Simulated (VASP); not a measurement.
# Titanium: formation energy of Ta on the Ti site, part 2 of 4

Aim: the formation energy and local structure of Ta on the Ti site in Titanium. The start is a cell from a database of measured crystal structures.

VASP 6.6.1, plane waves and PAW; the level of theory is named at each step.

So far. Step 2 (The host at zero pressure): The run ended after 6 ionic steps, 0.017 eV below its first step, once forces and stress met EDIFFG = -0.02.

## Step 3: The supercell without the defect

Level of this step: r2SCAN; plane waves and PAW (Ti) (VASP).

System of this step: Titanium. The structure is hexagonal, space group P6_3/mmc (No. 194). Conventional cell: a = 2.905 Å, b = 2.905 Å, c = 4.663 Å, α = 90.00°, β = 90.00°, γ = 120.00°. Ti has 12 Ti at 2.87 to 2.91 Å nearest.

The same cell, mesh and cutoff without the defect give the energy to subtract and, in a gapped host, the band edges to count from, so that most errors cancel.

File INCAR:

```
SYSTEM = Ti
PREC = Normal
ENCUT = 300
EDIFF = 1E-05
NELM = 120
ISMEAR = 1
SIGMA = 0.2
LREAL = Auto
ALGO = Normal
METAGGA = R2SCAN
LASPH = .TRUE.
LORBIT = 11
LWAVE = .FALSE.
LCHARG = .FALSE.
KPAR = 4
```

File POSCAR:

```
Ti
1.0
    8.7155529951      0.0000000000      0.0000000000
   -4.3577764977      7.5478903020      0.0000000000
    0.0000000000      0.0000000000      9.3254048860
Ti
36
Direct
    0.2222222222      0.1111111111      0.3750000000
    0.2222222222      0.1111111111      0.8750000000
    0.2222222222      0.4444444444      0.3750000000
    0.2222222222      0.4444444444      0.8750000000
    0.2222222222      0.7777777778      0.3750000000
    0.2222222222      0.7777777778      0.8750000000
    0.5555555556      0.1111111111      0.3750000000
    0.5555555556      0.1111111111      0.8750000000
    0.5555555556      0.4444444444      0.3750000000
    0.5555555556      0.4444444444      0.8750000000
    0.5555555556      0.7777777778      0.3750000000
    0.5555555556      0.7777777778      0.8750000000
    0.8888888889      0.1111111111      0.3750000000
    0.8888888889      0.1111111111      0.8750000000
    0.8888888889      0.4444444444      0.3750000000
    0.8888888889      0.4444444444      0.8750000000
    0.8888888889      0.7777777778      0.3750000000
    0.8888888889      0.7777777778      0.8750000000
    0.1111111111      0.2222222222      0.1250000000
    0.1111111111      0.2222222222      0.6250000000
    0.1111111111      0.5555555556      0.1250000000
    0.1111111111      0.5555555556      0.6250000000
    0.1111111111      0.8888888889      0.1250000000
    0.1111111111      0.8888888889      0.6250000000
    0.4444444444      0.2222222222      0.1250000000
    0.4444444444      0.2222222222      0.6250000000
    0.4444444444      0.5555555556      0.1250000000
    0.4444444444      0.5555555556      0.6250000000
    0.4444444444      0.8888888889      0.1250000000
    0.4444444444      0.8888888889      0.6250000000
    0.7777777778      0.2222222222      0.1250000000
    0.7777777778      0.2222222222      0.6250000000
    0.7777777778      0.5555555556      0.1250000000
    0.7777777778      0.5555555556      0.6250000000
    0.7777777778      0.8888888889      0.1250000000
    0.7777777778      0.8888888889      0.6250000000
```

File KPOINTS:

```
Automatic mesh
0
Gamma
5 5 4
0 0 0
```

PAW data sets: Ti (PBE family, release 64).

On the command line:

```
$ mpirun -np 4 vasp_std
```

Log:

```text
[banner, memory and clock lines left out]
running    4 mpi-ranks, on    1 nodes
 distrk:  each k-point on    1 cores,    4 groups
 distr:  one band on    1 cores,    1 groups

 POSCAR found type information on POSCAR Ti
 POSCAR found :  1 types and      36 ions
 [... a notice as in an earlier step ...]

 LDA part: xc-table for (None), standard interpolation
 POSCAR, INCAR and KPOINTS ok, starting setup
 FFT: planning ... GRIDC
 FFT: planning ... GRID_SOFT
 FFT: planning ... GRID
 WAVECAR not read
 entering main loop
       N       E                     dE             d eps       ncg     rms          rms(c)
DAV:   1     0.280067615733E+03    0.28007E+03   -0.34147E+04  2730   0.947E+02
DAV:   2    -0.382843359711E+03   -0.66291E+03   -0.64170E+03  2730   0.244E+02
DAV:   3    -0.483209265628E+03   -0.10037E+03   -0.94548E+02  4196   0.799E+01
DAV:   4    -0.490349717644E+03   -0.71405E+01   -0.69617E+01  4068   0.231E+01
DAV:   5    -0.490595802016E+03   -0.24608E+00   -0.24080E+00  4004   0.303E+00    0.651E+01
DAV:   6    -0.468489371977E+03    0.22106E+02   -0.49205E+01  2848   0.325E+01    0.218E+01
DAV:   7    -0.463342305932E+03    0.51471E+01   -0.25712E+01  3289   0.212E+01    0.370E+00
DAV:   8    -0.463208401007E+03    0.13390E+00   -0.12415E+00  3726   0.406E+00    0.193E+00
DAV:   9    -0.463157396854E+03    0.51004E-01   -0.34525E-01  3630   0.201E+00    0.341E-01
DAV:  10    -0.463156489827E+03    0.90703E-03   -0.14746E-02  4049   0.334E-01    0.177E-01
DAV:  11    -0.463155458366E+03    0.10315E-02   -0.17525E-03  3371   0.201E-01    0.133E-02
DAV:  12    -0.463155452729E+03    0.56373E-05    0.17797E-04  3318   0.188E-02    0.543E-03
DAV:  13    -0.463155434270E+03    0.18459E-04    0.13723E-04  2257   0.582E-03    0.264E-03
DAV:  14    -0.463155424443E+03    0.98276E-05    0.83515E-05  2185   0.438E-03
   1 F= -.46315542E+03 E0= -.46319121E+03  d E =0.107359E+00
```

Run time: 2.2 min. Hardware: 4 MPI ranks of Intel Xeon 6975P-C (Granite Rapids), shared host; peak memory 1.6 GiB.

From OUTCAR (step 3):

```text
  LATTYP: Found a hexagonal cell.
 ALAT       =     8.7155529951
 C/A-ratio  =     1.0699728280

 Found     15 irreducible k-points:

   k-points           NKPTS =     15   k-points in BZ     NKDIM =     15   number of bands    NBANDS=     91

   dimension x,y,z NGX =    40 NGY =   40 NGZ =   40
   dimension x,y,z NGXF=    80 NGYF=   80 NGZF=   80

   ENCUT  =  300.0 eV  22.05 Ry    4.70 a.u.  12.31 12.31 13.17*2*pi/ulx,y,z

   NELECT =     144.0000    total number of electrons

 E-fermi :   3.2114

 k-point     1 :       0.0000    0.0000    0.0000
  band No.  band energies     occupation
    ...
     70       2.8748      2.03858
     71       2.8748      2.03858
     72       2.8748      2.03858
     73       3.2042      1.06058
     74       3.2042      1.06058
     75       3.4713     -0.06936
     76       3.4713     -0.06936
     77       3.4713     -0.06936
     78       3.4713     -0.06936
     79       3.7014     -0.00289
    ...

 k-point     2 :       0.2000    0.0000    0.0000
  band No.  band energies     occupation
    ...
     70       2.8700      2.03648
     71       2.8700      2.03648
     72       2.8700      2.03648
     73       3.1354      1.59408
     74       3.1354      1.59408
     75       3.4272     -0.06302
     76       3.4272     -0.06302
     77       3.4936     -0.06271
     78       3.5945     -0.02079
     79       3.5945     -0.02079
    ...

  Total        1.9592744      1.9592744     -6.0252651     -0.0000000     -0.0000000     -0.0000000
  in kB        5.1170260      5.1170260    -15.7361510     -0.0000000     -0.0000000     -0.0000000
  external PRESSURE =      -1.8340330 kB  Pullay stress =       0.0000000 kB

  energy-cutoff  :      300.00
  volume of cell :      613.46
      direct lattice vectors                 reciprocal lattice vectors
     8.715552995  0.000000000  0.000000000     0.114737413  0.066243676  0.000000000
    -4.357776498  7.547890302  0.000000000     0.000000000  0.132487352  0.000000000
     0.000000000  0.000000000  9.325404886     0.000000000  0.000000000  0.107233950

 POSITION                                       TOTAL-FORCE (eV/Angst)
 -----------------------------------------------------------------------------------
      1.45259      0.83865      3.49703        -0.000000      0.000000     -0.000000
      1.45259      0.83865      8.15973        -0.000000      0.000000      0.000000
     -0.00000      3.35462      3.49703        -0.000000      0.000000      0.000000
     -0.00000      3.35462      8.15973         0.000000      0.000000     -0.000000
     -1.45259      5.87058      3.49703        -0.000000      0.000000     -0.000000
     -1.45259      5.87058      8.15973        -0.000000      0.000000     -0.000000
      4.35778      0.83865      3.49703        -0.000000      0.000000      0.000000
      4.35778      0.83865      8.15973        -0.000000      0.000000     -0.000000
      2.90518      3.35462      3.49703         0.000000      0.000000      0.000000
      2.90518      3.35462      8.15973        -0.000000      0.000000      0.000000
      1.45259      5.87058      3.49703        -0.000000      0.000000     -0.000000
      1.45259      5.87058      8.15973        -0.000000      0.000000      0.000000
      7.26296      0.83865      3.49703         0.000000      0.000000      0.000000
      7.26296      0.83865      8.15973        -0.000000      0.000000      0.000000
      5.81037      3.35462      3.49703        -0.000000      0.000000      0.000000
      5.81037      3.35462      8.15973        -0.000000      0.000000     -0.000000
      4.35778      5.87058      3.49703         0.000000      0.000000      0.000000
      4.35778      5.87058      8.15973         0.000000      0.000000     -0.000000
     -0.00000      1.67731      1.16568         0.000000     -0.000000     -0.000000
     -0.00000      1.67731      5.82838         0.000000     -0.000000     -0.000000
     -1.45259      4.19327      1.16568         0.000000     -0.000000     -0.000000
     -1.45259      4.19327      5.82838         0.000000     -0.000000      0.000000
     -2.90518      6.70924      1.16568         0.000000     -0.000000     -0.000000
     -2.90518      6.70924      5.82838         0.000000     -0.000000      0.000000
      2.90518      1.67731      1.16568        -0.000000     -0.000000      0.000000
      2.90518      1.67731      5.82838        -0.000000     -0.000000     -0.000000
      1.45259      4.19327      1.16568        -0.000000     -0.000000     -0.000000
      1.45259      4.19327      5.82838         0.000000     -0.000000     -0.000000
     -0.00000      6.70924      1.16568         0.000000     -0.000000     -0.000000
     -0.00000      6.70924      5.82838        -0.000000     -0.000000     -0.000000
      5.81037      1.67731      1.16568         0.000000     -0.000000      0.000000
      5.81037      1.67731      5.82838        -0.000000     -0.000000     -0.000000
      4.35778      4.19327      1.16568        -0.000000     -0.000000      0.000000
      4.35778      4.19327      5.82838         0.000000     -0.000000     -0.000000
      2.90518      6.70924      1.16568         0.000000     -0.000000      0.000000
      2.90518      6.70924      5.82838         0.000000     -0.000000      0.000000
 -----------------------------------------------------------------------------------
    total drift:                                0.000000     -0.000000      0.000000

  FREE ENERGIE OF THE ION-ELECTRON SYSTEM (eV)
  ---------------------------------------------------
  free  energy   TOTEN  =      -463.1554244428 eV

  energy  without entropy=     -463.2627835468  energy(sigma->0) =     -463.19121081

 total charge
# of ion       s       p       d       tot
------------------------------------------
    1        0.554   0.641   2.339   3.533
    2        0.554   0.641   2.339   3.533
    3        0.554   0.641   2.339   3.533
    4        0.554   0.641   2.339   3.533
    5        0.554   0.641   2.339   3.533
    6        0.554   0.641   2.339   3.533
    7        0.554   0.641   2.339   3.533
    8        0.554   0.641   2.339   3.533
    9        0.554   0.641   2.339   3.533
   10        0.554   0.641   2.339   3.533
   11        0.554   0.641   2.339   3.533
   12        0.554   0.641   2.339   3.533
   13        0.554   0.641   2.339   3.533
   14        0.554   0.641   2.339   3.533
   15        0.554   0.641   2.339   3.533
   16        0.554   0.641   2.339   3.533
   17        0.554   0.641   2.339   3.533
   18        0.554   0.641   2.339   3.533
   19        0.554   0.641   2.339   3.533
   20        0.554   0.641   2.339   3.533
   21        0.554   0.641   2.339   3.533
   22        0.554   0.641   2.339   3.533
   23        0.554   0.641   2.339   3.533
   24        0.554   0.641   2.339   3.533
   25        0.554   0.641   2.339   3.533
   26        0.554   0.641   2.339   3.533
   27        0.554   0.641   2.339   3.533
   28        0.554   0.641   2.339   3.533
   29        0.554   0.641   2.339   3.533
   30        0.554   0.641   2.339   3.533
   31        0.554   0.641   2.339   3.533
   32        0.554   0.641   2.339   3.533
   33        0.554   0.641   2.339   3.533
   34        0.554   0.641   2.339   3.533
   35        0.554   0.641   2.339   3.533
   36        0.554   0.641   2.339   3.533
--------------------------------------------------
tot         19.927  23.066  84.200 127.192

[... 2 parts as in an earlier step ...]

[... 7 further parts left out ...]
```

Numbers from this step:

```
electronic cycles       : 14
electrons               : 144
free energy (TOTEN)     : -463.1554 eV
energy at zero smearing : -463.1912 eV
Fermi energy            : 3.211 eV
```

The host is treated as a metal, as its relaxation found a gap under 0.3 eV or none, and only the neutral defect is run.

[end of part 2 of 4]

[Lines on the potential files, build, host, timing and source positions are cut from VASP's logs without a mark.]

[Logs are printed without paths, hosts, clocks, repeated set-up lines and the standing remarks that a program may print on its own settings, such as how far it seeks lower states.]

[Hosts, paths, dates, database ids (printed as entryN), source tags and the programs' standing remarks are cut or masked in the printed files.]

[In band tables of VASP the shares of atoms and orbitals are scaled to a sum of 1 inside the atoms' spheres.]

[Runs that stopped without an error message from VASP are left out.]
